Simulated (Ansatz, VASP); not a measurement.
# Li3Cu2P3: VASP beside Ansatz

```
Li Cu P
1.0
     4.93911    0.00000    0.00000
     0.00000    4.93911    0.00000
     0.00000    0.00000    4.93911
Li Cu P
3 2 3
Direct
  0.50000 0.00000 0.00000
  0.00000 0.50000 0.00000
  0.00000 0.00000 0.50000
  0.00000 0.00000 0.00000
  0.50000 0.50000 0.50000
  0.00000 0.50000 0.50000
  0.50000 0.00000 0.50000
  0.50000 0.50000 0.00000
```

Alike in both runs: task relaxation of cell and atoms; functional PBE; k mesh 8 × 8 × 8; occupations gaussian, width 0.1 eV; no spin polarisation.

```csv
,VASP,Ansatz
version,VASP 6.6.1,Ansatz 0.2.0
potentials or method,"VASP PAW PBE potentials, release 64 (Li_sv, Cu, P)","scalar-relativistic, plane waves, PAW"
plane-wave cutoff (eV),600,420
valence electrons in the cell,46,62
```

|  | VASP | Ansatz | Ansatz less VASP |
| --- | --- | --- | --- |
| gap on the k mesh at the Fermi level, each at its own relaxed structure (eV) | none | none | - |
| relaxed volume (Å³/atom) | 15.12 | 15.12 | +0.007 |
| relaxed cell length with the largest relative difference (Å) | 4.945 | 4.946 | +0.0007 |

A gap of «none» marks a metal or a gap that the smearing closes. The two sets of potentials don't hold the same shells in valence.

Caveats: the cutoff is under 1.25 times the usual one of these potentials, so pressure, stress and relaxed cells hold a basis-set (Pulay) error (VASP).
